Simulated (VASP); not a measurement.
## Sr2C in VASP 6.6.1, single-point calculation

INCAR

```
LREAL = .FALSE.
IBRION = -1
ISMEAR = -1
NBANDS = 19
LWAVE = .FALSE.
NSW = 0
GGA = CA
ISIF = 2
AMIX = 0.4
LASPH = .TRUE.
ENCUT = 520
SIGMA = 0.02
NELM = 120
IMIX = 1
PREC = Accurate
LCHARG = .FALSE.
EDIFF = 1E-7
```

KPOINTS

```
KPOINTS created by Atomic Simulation Environment
0
Gamma
6 6 6
0 0 0
```

POSCAR

```
C  Sr
 1.0000000000000000
     0.0000000000000000    3.3601424488749654    3.3601424488749654
     3.3601424488749654    0.0000000000000000    3.3601424488749654
     3.3601424488749654    3.3601424488749654   -0.0000000000000000
 C   Sr
   1   2
Cartesian
 -0.0000000000000000 -0.0000000000000000 -0.0000000000000000
  1.6800712244374825  1.6800712244374825  1.6800712244374825
  5.0402136733124472  5.0402136733124472  5.0402136733124472
```

The recommended LDA PAW datasets give the neutral cell 24 valence electrons.

Command

```
mpirun -np 1 vasp_std
```

Task: Predict the outcome of this run.

Result: It converged. Results: gap between bands v and c on the k mesh -0.10 eV (bands overlap: a metal); least direct gap on the k mesh 0.00 eV; pressure -3.3 GPa. Band v is the last that the valence electrons fill when counted band by band, and c is the next.

OSZICAR

```
N       E                     dE             d eps       ncg     rms          rms(c)
DAV:   1     0.112786026102E+03    0.11279E+03   -0.12067E+04   608   0.117E+03
DAV:   2    -0.673468657801E+01   -0.11952E+03   -0.11675E+03   759   0.248E+02
DAV:   3    -0.154440778102E+02   -0.87094E+01   -0.86746E+01  1000   0.527E+01
DAV:   4    -0.156718416219E+02   -0.22776E+00   -0.22753E+00   871   0.734E+00
DAV:   5    -0.156758358015E+02   -0.39942E-02   -0.39939E-02   905   0.804E-01    0.198E+01
DAV:   6    -0.128690831454E+02    0.28068E+01   -0.36461E+01   718   0.138E+01    0.240E+01
DAV:   7    -0.125253343217E+02    0.34375E+00   -0.88975E+00   805   0.671E+00    0.831E+00
DAV:   8    -0.123198464779E+02    0.20549E+00   -0.21328E+00   777   0.327E+00    0.724E+00
DAV:   9    -0.122912849534E+02    0.28562E-01   -0.47472E-01   825   0.162E+00    0.311E+00
DAV:  10    -0.122791107389E+02    0.12174E-01   -0.19517E-01   753   0.857E-01    0.242E+00
...
DAV:  21    -0.122727892670E+02    0.37466E-05   -0.15840E-04   709   0.234E-02    0.129E-02
DAV:  22    -0.122727871582E+02    0.21088E-05   -0.80110E-05   720   0.165E-02    0.142E-02
DAV:  23    -0.122727861547E+02    0.10035E-05   -0.38772E-05   613   0.115E-02    0.634E-03
DAV:  24    -0.122727856573E+02    0.49741E-06   -0.19116E-05   595   0.802E-03    0.661E-03
DAV:  25    -0.122727854217E+02    0.23558E-06   -0.95677E-06   597   0.571E-03    0.340E-03
DAV:  26    -0.122727853004E+02    0.12126E-06   -0.47974E-06   616   0.400E-03    0.308E-03
DAV:  27    -0.122727852416E+02    0.58800E-07   -0.24551E-06   584   0.289E-03    0.186E-03
DAV:  28    -0.122727852095E+02    0.32178E-07   -0.12548E-06   584   0.205E-03    0.154E-03
DAV:  29    -0.122727851934E+02    0.16058E-07   -0.61087E-07   544   0.145E-03
   1 F= -.12272785E+02 E0= -.12272188E+02  d E =-.119403E-02
```

For comparison, a separate LDA run of the intended cell, on usual settings and not on those above, gives a gap of -0.10 eV on its mesh and a pressure of -3.3 GPa.
